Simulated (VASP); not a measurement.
# Pd8CO (Palladium) in VASP: further runs, part 2 of 2

VASP 6.6.1. Earlier steps stand in the parts before.

**4. Single point, PBE**

This run uses another cell than the first one: it holds 10 atoms, not 7.

INCAR reads:

```
PREC     = Accurate       # precision mode
ENCUT    = 520            # plane-wave cutoff, eV
EDIFF    = 1E-6           # SCF threshold, eV
ISMEAR   = 0              # smearing method
SIGMA    = 0.1            # smearing width, eV
LREAL    = False          # projectors in reciprocal space
LASPH    = True           # aspherical terms in the spheres
NELM     = 100            # most SCF steps
ALGO     = Fast           # electronic algorithm
ISIF     = 2              # what is computed and relaxed
LWAVE    = False          # write WAVECAR
LCHARG   = True           # write CHGCAR
LDIPOL   = True         
IDIPOL   = 3            
DIPOL    = 0.5 0.5 0.479
GGA      = PE             # functional
LELF     = True           # ELF
LVHAR    = True         
LVACPOTAV= True         
NBANDS   = 56             # bands
```

KPOINTS reads:

```
Automatic mesh
0
Gamma
  7 7 1
```

POSCAR reads:

```
Pd8CO
1.0
    3.9423757419      0.0000000000      0.0000000000
    0.0000000000      3.9423757419      0.0000000000
    0.0000000000      0.0000000000     26.0635636128
Pd C O
8 1 1
Direct
    0.0000000000      0.5000000000      0.3261257795
    0.5000000000      0.0000000000      0.3261257795
    0.5000000000      0.5000000000      0.4017558008
    0.0000000000      0.0000000000      0.4017558008
   -0.0027518092      0.4972481908      0.4777801757
    0.5027518092      0.0027518092      0.4777801757
    0.4991527031      0.5008472969      0.5554548905
    0.0008472969     -0.0008472969      0.5554548905
    0.2500000000      0.7500000000      0.6100399978
    0.2500000000      0.7500000000      0.6548615518
```

Potentials or basis: VASP PAW PBE potentials, release 64 (Pd, C, O).

Launch:

```console
$ cat potpaw_PBE.64/Pd/POTCAR potpaw_PBE.64/C/POTCAR potpaw_PBE.64/O/POTCAR > POTCAR
$ mpirun -np 1 vasp_std > vasp.out
```

OUTCAR:

```text
PREC = Accurate
   ENCUT = 520
   EDIFF = 1E-6
   ISMEAR = 0
   LREAL = False
   LASPH = True
   NELM = 100
   ISIF = 2
   GGA = PE

 ion  position               nearest neighbor table
   1  0.000  0.500  0.326-   2 2.79   2 2.79   2 2.79   2 2.79   4 2.79   4 2.79   3 2.79   3 2.79

   2  0.500  0.000  0.326-   1 2.79   1 2.79   1 2.79   1 2.79   3 2.79   4 2.79   4 2.79   3 2.79

   3  0.500  0.500  0.402-   5 2.79   6 2.79   4 2.79   4 2.79   4 2.79   4 2.79   2 2.79   1 2.79
                             1 2.79   2 2.79   5 2.80   6 2.80
   4  0.000  0.000  0.402-   5 2.79   6 2.79   3 2.79   3 2.79   3 2.79   3 2.79   2 2.79   2 2.79
                             1 2.79   1 2.79   5 2.80   6 2.80
   5  0.997  0.497  0.478-   6 2.76   4 2.79   3 2.79   6 2.79   6 2.79   3 2.80   4 2.80   6 2.82
                             7 2.82   8 2.82   8 2.83   7 2.83
   6  0.503  0.003  0.478-   5 2.76   4 2.79   3 2.79   5 2.79   5 2.79   4 2.80   3 2.80   5 2.82
                             8 2.82   7 2.82   8 2.83   7 2.83
   7  0.499  0.501  0.555-   9 1.99   8 2.78   8 2.79   8 2.79   8 2.80   6 2.82   5 2.82   6 2.83
                             5 2.83
   8  0.001  0.999  0.555-   9 1.99   7 2.78   7 2.79   7 2.79   7 2.80   5 2.82   6 2.82   6 2.83
[... 1156 lines left out ...]

  FORCE on cell =-STRESS in cart. coord.  units (eV):
  Direction    XX          YY          ZZ          XY          YZ          ZX
  --------------------------------------------------------------------------------------
  -------------------------------------------------------------------------------------
  Total       -3.7026089     -3.7026089      0.1777227      0.1761326      0.0000000      0.0000000
  in kB      -14.6442992    -14.6442992      0.7029163      0.6966273      0.0000000      0.0000000
  external PRESSURE =      -9.5285607 kB  Pullay stress =       0.0000000 kB

 VOLUME and BASIS-vectors are now :
 -----------------------------------------------------------------------------
  energy-cutoff  :      520.00
  volume of cell :      405.09
      direct lattice vectors                 reciprocal lattice vectors
     3.942375742  0.000000000  0.000000000     0.253654158  0.000000000  0.000000000
     0.000000000  3.942375742  0.000000000     0.000000000  0.253654158  0.000000000
     0.000000000  0.000000000 26.063563613     0.000000000  0.000000000  0.038367739

 POSITION                                       TOTAL-FORCE (eV/Angst)
 -----------------------------------------------------------------------------------
      0.00000      1.97119      8.50000         0.033739      0.033739      0.136702
      1.97119      0.00000      8.50000        -0.033739     -0.033739      0.136702
      1.97119      1.97119     10.47119        -0.014883      0.014883     -0.125206
      0.00000      0.00000     10.47119         0.014883     -0.014883     -0.125206
      3.93153      1.96034     12.45265        -0.001870     -0.001870      0.002230
      1.98204      0.01085     12.45265         0.001870      0.001870      0.002230
      1.96785      1.97453     14.47713         0.011027     -0.011027     -0.034783
      0.00334      3.93904     14.47713        -0.011027      0.011027     -0.034783
      0.98559      2.95678     15.89982         0.000000      0.000000     -0.696388
      0.98559      2.95678     17.06803         0.000000      0.000000      0.738501
 -----------------------------------------------------------------------------------
    total drift:                                0.000000      0.000000     -0.002726

  FREE ENERGIE OF THE ION-ELECTRON SYSTEM (eV)
  ---------------------------------------------------
  free  energy   TOTEN  =       -55.4719394642 eV

  energy  without entropy=      -55.3776599536  energy(sigma->0) =      -55.42479971

 vacuum level on the upper side and lower side of the slab         5.600         4.274
```

OSZICAR:

```text
N       E                     dE             d eps       ncg     rms          rms(c)
DAV:   1     0.616254807191E+03    0.61625E+03   -0.40384E+04  1792   0.137E+03
DAV:   2    -0.152871919097E+02   -0.63154E+03   -0.60047E+03  2088   0.299E+02
DAV:   3    -0.573267074831E+02   -0.42040E+02   -0.40043E+02  2120   0.729E+01
[... 21 lines left out ...]
RMM:  25    -0.554719239263E+02   -0.80228E-05   -0.10548E-06  1232   0.315E-03    0.507E-03
RMM:  26    -0.554719333205E+02   -0.93942E-05   -0.16754E-06  1337   0.356E-03    0.135E-03
RMM:  27    -0.554719366993E+02   -0.33787E-05   -0.30670E-07  1095   0.169E-03    0.956E-04
RMM:  28    -0.554719385650E+02   -0.18657E-05   -0.12105E-07   660   0.109E-03    0.406E-04
RMM:  29    -0.554719394642E+02   -0.89916E-06   -0.60310E-08   554   0.985E-04
   1 F= -.55471939E+02 E0= -.55424800E+02  d E =-.942795E-01
```

stdout:

```text
POSCAR found type information on POSCAR PdC O
 POSCAR found :  3 types and      10 ions
 scaLAPACK will be used
 LDA part: xc-table for (Slater+PW92), standard interpolation
 POSCAR, INCAR and KPOINTS ok, starting setup
 FFT: planning ... GRIDC
 FFT: planning ... GRID_SOFT
 FFT: planning ... GRID
 WAVECAR not read
 entering main loop
 -----------------------------------------------------------------------------
|                                                                             |
|           W    W    AA    RRRRR   N    N  II  N    N   GGGG   !!!           |
|           W    W   A  A   R    R  NN   N  II  NN   N  G    G  !!!           |
|           W    W  A    A  R    R  N N  N  II  N N  N  G       !!!           |
|           W WW W  AAAAAA  RRRRR   N  N N  II  N  N N  G  GGG   !            |
|           WW  WW  A    A  R   R   N   NN  II  N   NN  G    G                |
|           W    W  A    A  R    R  N    N  II  N    N   GGGG   !!!           |
|                                                                             |
|     Did not find any points to average over, which means that no vacuum     |
|     field-free region was found. Please increase the size of  your cell     |
|     in the dimension of the dipole correction to obtain accurate            |
|     workfunction values.                                                    |
|                                                                             |
 -----------------------------------------------------------------------------
```

Wall time 6.4 min (1 thread of Intel Xeon 6975P-C (Granite Rapids), shared host); peak memory 0.61 GiB.

What came out:

* Free energy: -55.4719 eV
* Largest force: 0.739 eV/Å
* Band gap on the k mesh: none (metal or under the smearing width)
* Work function of the upper face: 6.39 eV
* Work function of the lower face: 5.07 eV

Forces on the atoms (eV/Å):
```
Pd   0.034  0.034  0.137
Pd  -0.034 -0.034  0.137
Pd  -0.015  0.015 -0.125
Pd   0.015 -0.015 -0.125
Pd  -0.002 -0.002  0.002
Pd   0.002  0.002  0.002
Pd   0.011 -0.011 -0.035
Pd  -0.011  0.011 -0.035
C    0.000  0.000 -0.696
O    0.000  0.000  0.739
```

Caveat: the standard files for N, O and F lose accuracy on very short bonds.

**5. Single point, PBE ((1 1 1) slab cut from the bulk)**

INCAR reads:

```
SYSTEM = Pd
  PREC = Accurate
  ENCUT = 520
  EDIFF = 1E-6
  ISMEAR = 0
  SIGMA = 0.1
  LREAL = .False.
  LASPH = .True.
  NELM = 60
  ALGO = Normal
  ISIF = 2
  LWAVE = .False.
  LCHARG = .False.
  LDIPOL = .True.
  IDIPOL = 3
  DIPOL = 0.5 0.5 0.500
  GGA = PE
  NBANDS = 39
```

KPOINTS reads:

```
Automatic mesh
0
Gamma
  15 15 1
  0 0 0
```

POSCAR reads:

```
Pd
1.0
    2.7876806221      0.0000000000      0.0000000000
   -1.3938403110      2.4142022363      0.0000000000
    0.0000000000      0.0000000000     26.3806584832
Pd
6
Direct
    0.6666666667      0.3333333333      0.2842991961
    0.3333333333      0.6666666667      0.3705795177
    0.0000000000      0.0000000000      0.4568598392
    0.6666666667      0.3333333333      0.5431401608
    0.3333333333      0.6666666667      0.6294204823
    0.0000000000      0.0000000000      0.7157008039
```

Potentials or basis: VASP PAW PBE potentials, release 64 (Pd).

Launch:

```console
$ cat potpaw_PBE.64/Pd/POTCAR > POTCAR
$ mpirun -np 1 vasp_std > vasp.out
```

OUTCAR:

```text
SYSTEM = Pd
   PREC = Accurate
   ENCUT = 520
   EDIFF = 1E-6
   ISMEAR = 0
   LREAL = .False.
   LASPH = .True.
   NELM = 60
   ISIF = 2
   GGA = PE

 ion  position               nearest neighbor table
   1  0.667  0.333  0.284-   2 2.79   2 2.79   2 2.79
   2  0.333  0.667  0.371-   3 2.79   3 2.79   3 2.79   1 2.79   1 2.79   1 2.79
   3  0.000  0.000  0.457-   2 2.79   2 2.79   2 2.79   4 2.79   4 2.79   4 2.79
   4  0.667  0.333  0.543-   5 2.79   5 2.79   5 2.79   3 2.79   3 2.79   3 2.79
   5  0.333  0.667  0.629-   4 2.79   4 2.79   4 2.79   6 2.79   6 2.79   6 2.79
   6  0.000  0.000  0.716-   5 2.79   5 2.79   5 2.79

[... 1223 lines left out ...]
  Total       -2.1612668     -2.1612668     -0.2274745     -0.0000000      0.0000000     -0.0000000
  in kB      -19.5036849    -19.5036849     -2.0527737     -0.0000000      0.0000000     -0.0000000
  external PRESSURE =     -13.6867145 kB  Pullay stress =       0.0000000 kB

 VOLUME and BASIS-vectors are now :
 -----------------------------------------------------------------------------
  energy-cutoff  :      520.00
  volume of cell :      177.54
      direct lattice vectors                 reciprocal lattice vectors
     2.787680622  0.000000000  0.000000000     0.358721151  0.207107753  0.000000000
    -1.393840311  2.414202236  0.000000000     0.000000000  0.414215506  0.000000000
     0.000000000  0.000000000 26.380658483     0.000000000  0.000000000  0.037906559

 POSITION                                       TOTAL-FORCE (eV/Angst)
 -----------------------------------------------------------------------------------
      1.39384      0.80473      7.50000        -0.000000      0.000000     -0.033168
     -0.00000      1.60947      9.77613        -0.000000     -0.000000      0.091260
      0.00000      0.00000     12.05226        -0.000000      0.000000     -0.022224
      1.39384      0.80473     14.32840         0.000000     -0.000000      0.022224
     -0.00000      1.60947     16.60453         0.000000      0.000000     -0.091260
      0.00000      0.00000     18.88066         0.000000     -0.000000      0.033168
 -----------------------------------------------------------------------------------
    total drift:                               -0.000000      0.000000      0.000000

  FREE ENERGIE OF THE ION-ELECTRON SYSTEM (eV)
  ---------------------------------------------------
  free  energy   TOTEN  =       -30.2160062176 eV

  energy  without entropy=      -30.1398210047  energy(sigma->0) =      -30.17791361

 vacuum level on the upper side and lower side of the slab         7.345         7.345
```

OSZICAR:

```text
N       E                     dE             d eps       ncg     rms          rms(c)
DAV:   1     0.389476977460E+03    0.38948E+03   -0.28862E+04  2106   0.138E+03
DAV:   2    -0.181597732743E+02   -0.40764E+03   -0.38480E+03  2358   0.307E+02
DAV:   3    -0.314266379946E+02   -0.13267E+02   -0.12287E+02  2354   0.546E+01
[... 18 lines left out ...]
DAV:  22    -0.302159825581E+02   -0.31512E-04   -0.12575E-06  1444   0.301E-03    0.191E-03
DAV:  23    -0.302159995124E+02   -0.16954E-04   -0.10080E-06  1465   0.348E-03    0.134E-03
DAV:  24    -0.302160038294E+02   -0.43170E-05   -0.21275E-07  1365   0.178E-03    0.572E-04
DAV:  25    -0.302160058705E+02   -0.20410E-05   -0.13220E-07  1308   0.828E-04    0.367E-04
DAV:  26    -0.302160062176E+02   -0.34719E-06   -0.28194E-08  1354   0.477E-04
   1 F= -.30216006E+02 E0= -.30177914E+02  d E =-.761852E-01
```

Run time: 5.7 min. Hardware: 1 thread of Intel Xeon Platinum 8559C (Emerald Rapids), shared host; peak memory 0.39 GiB.

Results:

```
Free energy            : -30.2160 eV
Largest force          : 0.091 eV/Å
Band gap on the k mesh : none (metal or under the smearing width)
```

Forces in eV/Å, atoms in the order of the input:
```
Pd   0.000  0.000 -0.033
Pd   0.000  0.000  0.091
Pd   0.000  0.000 -0.022
Pd   0.000  0.000  0.022
Pd   0.000  0.000 -0.091
Pd   0.000  0.000  0.033
```

Levels at points of the mesh, in eV from the Fermi level:
| k point | band 26 | band 27 | band 28 | band 29 | band 30 | band 31 | band 32 | band 33 |
| --- | --- | --- | --- | --- | --- | --- | --- | --- |
| (0.00, 0.00, 0.00) | -1.12 | -0.91 | -0.91 | -0.66 | -0.56 | -0.56 | -0.21 | -0.21 |

**6. Single point, PBE ((1 0 0) slab, atoms relaxed)**

INCAR reads:

```
SYSTEM = Pd
PREC = Accurate
ENCUT = 520
EDIFF = 1E-7
ISMEAR = 0
SIGMA = 0.1
LREAL = .False.
LASPH = .True.
NELM = 60
ALGO = Fast
ISIF = 2
LWAVE = .False.
LCHARG = .False.
LDIPOL = .True.
IDIPOL = 3
DIPOL = 0.5 0.5 0.500
GGA = PE
NBANDS = 22
```

KPOINTS reads:

```
regular mesh
0
Gamma
  12 12 1
  0 0 0
```

POSCAR reads:

```
Pd
1.0
    2.7876806225      0.0000000000      0.0000000000
    0.0000000000      2.7876806225      0.0000000000
    0.0000000000      0.0000000000     18.9423757439
Pd
3
Direct
    0.5000000000      0.5000000000      0.3977118032
    0.0000000000      0.0000000000      0.5000000057
    0.5000000000      0.5000000000      0.6022881911
```

Potentials or basis: VASP PAW PBE potentials, release 64 (Pd).

Launch:

```console
$ cat potpaw_PBE.64/Pd/POTCAR > POTCAR
$ mpirun -np 1 vasp_std > vasp.out
```

It took 1.8 min on 1 thread of Intel Xeon Platinum 8375C at 2.90GHz (Ice Lake), shared host; peak memory 0.3 GiB.

Results (log left out):

- Free energy: -14.1832 eV
- Largest force: 0.007 eV/Å
- Band gap on the k mesh: none (metal or under the smearing width)

Forces on the atoms (eV/Å):
```
Pd   0.000  0.000  0.007
Pd   0.000  0.000  0.000
Pd   0.000  0.000 -0.007
```

Levels at points of the mesh, in eV from the Fermi level:
| k point | band 13 | band 14 | band 15 | band 16 | band 17 | band 18 |
| --- | --- | --- | --- | --- | --- | --- |
| (0.00, 0.00, 0.00) | -0.89 | -0.31 | 0.02 | 0.07 | 0.07 | 0.69 |
| (0.50, 0.00, 0.00) | -0.27 | -0.25 | -0.03 | 1.81 | 2.22 | 2.34 |
| (0.50, 0.50, 0.00) | 0.31 | 0.54 | 0.55 | 4.78 | 4.78 | 7.87 |

**7. Overview**

```csv
potentials or basis,cell,k mesh,gap on the mesh (eV),largest force (eV/Å)
"VASP PAW PBE potentials, release 64 (Pd)","(1 0 0) slab, atoms relaxed",12 × 12 × 1,none,0.01
"VASP PAW PBE potentials, release 64 (Pd)","clean slab, lower half held",7 × 7 × 1,none,0.16
"VASP PAW PBE potentials, release 64 (Pd, C, O)",as given,7 × 7 × 1,none,0.74
"VASP PAW PBE potentials, release 64 (Pd)",(1 1 1) slab cut from the bulk,15 × 15 × 1,none,0.09
```

Alike in all rows: task single point; level PBE; no spin polarisation; cutoff (eV) 520; smearing gaussian 0.1 eV.

Caveats: the standard files for N, O and F lose accuracy on very short bonds (some runs).

Total energies depend on the potentials used, so only differences within one code and one set of settings carry meaning.
